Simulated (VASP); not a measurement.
An input for Ansatz (written as the equivalent of a VASP run, and not itself run):

Ansatz 0.2 input:
```yaml
crystal:
  lattice:
    - [6.6879633, 0.0000000, 0.0000000]
    - [0.0000000, 6.6879633, 0.0000000]
    - [0.0000000, 0.0000000, 3.4771351]
  atoms:
    - { symbol: Nb, position: [0.5000000, 0.5000000, 1.0000000] }
    - { symbol: Nb, position: [1.0000000, 0.0000000, 1.0000000] }
    - { symbol: Nb, position: [0.6713703, 0.1713703, 0.5000000] }
    - { symbol: Nb, position: [0.3286297, 0.8286297, 0.5000000] }
    - { symbol: Nb, position: [0.8286297, 0.6713703, 0.5000000] }
    - { symbol: Nb, position: [0.1713703, 0.3286297, 0.5000000] }
    - { symbol: Si, position: [0.1278808, 0.6278808, 0.0000000] }
    - { symbol: Si, position: [0.8721192, 0.3721192, 0.0000000] }
    - { symbol: Si, position: [0.3721192, 0.1278808, 0.0000000] }
    - { symbol: Si, position: [0.6278808, 0.8721192, 1.0000000] }
kpoints:
  mp_grid: { grid: [4, 4, 8] }
hamiltonian:
  xc: r2scan
  pseudopotentials: { kind: paw }
scf:
  occupations: { method: methfessel_paxton, width: 0.1 }
  max_iter: 100
relax:
  max_steps: 60
  f_tol: 0.02
  cell: {}
output: { forces: true, stress: true, eigenvalues: true }
```

Write the VASP files for the same calculation (r2SCAN).

Several could match; the one computed here: 
### POSCAR
```
Nb3Si2
1.0
  6.6879632870   0.0000000000   0.0000000000
  0.0000000000   6.6879632870   0.0000000000
  0.0000000000   0.0000000000   3.4771351286
Nb Si
6 4
direct
  0.5000000000   0.5000000000   1.0000000000
  1.0000000000   0.0000000000   1.0000000000
  0.6713702521   0.1713702521   0.5000000000
  0.3286297479   0.8286297479   0.5000000000
  0.8286297479   0.6713702521   0.5000000000
  0.1713702521   0.3286297479   0.5000000000
  0.1278807776   0.6278807776   0.0000000000
  0.8721192224   0.3721192224   0.0000000000
  0.3721192224   0.1278807776   0.0000000000
  0.6278807776   0.8721192224   1.0000000000
```

**KPOINTS**
```
kpoints
0
gamma
4 4 8
```

**INCAR**
```
# general
SYSTEM  = Nb3Si2
PREC    = Accurate
ENCUT   = 400
LREAL   = .False.
LASPH   = .True.

# electronic loop
EDIFF   = 1E-6   # SCF stop (eV)
NELM    = 100   # most electronic steps
ALGO    = Normal   # blocked Davidson
LMAXMIX = 4
LMIXTAU = .True.

# smearing
ISMEAR  = 1   # Methfessel-Paxton
SIGMA   = 0.1   # width (eV)

# functional
METAGGA = R2SCAN

# ions
IBRION  = 2   # conjugate gradients
NSW     = 60
ISIF    = 3
EDIFFG  = -0.02

# output
LWAVE   = .False.
LCHARG  = .False.
```

POTCAR, in this order: Nb_sv Si (PBE.64 set). Program: vasp_std.

The two are equivalent in intent, not identical: each code has its own PAW files, so the cut-off isn't converted (ENCUT is set for VASP's; basis.ecutwfc is left out, and Ansatz then takes the one that its files recommend); Ansatz stops its SCF on the density residual and VASP on the energy change (EDIFF).

The structure comes from a computed database's Nb3Si2 entry (P4/mbm); how it stands against other phases isn't given here. This run relaxes it. Symmetry was kept, so distortions that lower it aren't found. The start is the result of an earlier pass.
